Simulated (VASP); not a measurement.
A run of VASP 6.6.1:

The input INCAR:

```
ALGO = Fast ; EDIFF = 1E-7
ENCUT = 500 ; GGA = PE
ISIF = 2 ; ISMEAR = 0
LASPH = True ; LCHARG = False
LREAL = False ; LWAVE = False
NBANDS = 43 ; NELM = 60
PREC = Accurate ; SIGMA = 0.1
```

The input KPOINTS:

```
k-points
0
Gamma
  3 3 9
```

Contents of POSCAR:

```
ZnCl3
1.0
    9.8057062174      0.0000000000      0.0000000000
   -4.9028531087      8.4919906863      0.0000000000
    0.0000000000      0.0000000000      2.9095550000
Zn Cl
2 6
Cartesian
    4.9028531092      2.8306635618      2.1821662500
   -0.0000000005      5.6613271245      0.7273887500
   -0.5807087288      3.7660704895      2.1821662500
    5.4835618375      4.7259201968      0.7273887500
    2.9711583520      2.3859437561      0.7273887500
   -1.3509860279      7.1118639529      2.1821662500
    1.9316947567      6.1060469302      2.1821662500
    6.2538391366      1.3801267334      0.7273887500
```

Potentials or basis: VASP PAW PBE potentials, release 64 (Zn, Cl).

Command:

```bash
$ cat potpaw_PBE.64/Zn/POTCAR potpaw_PBE.64/Cl/POTCAR > POTCAR
$ mpirun -np 1 vasp_std > vasp.out
```

Hardware: 1 thread of AMD EPYC 9R45 (Zen 5), on a shared host.

How long does it take, and how much memory?

Run time: 2.8 min on 1 thread of AMD EPYC 9R45 (Zen 5) (shared host), peak memory 0.38 GiB. Counts: scf iterations 19, k points 15.
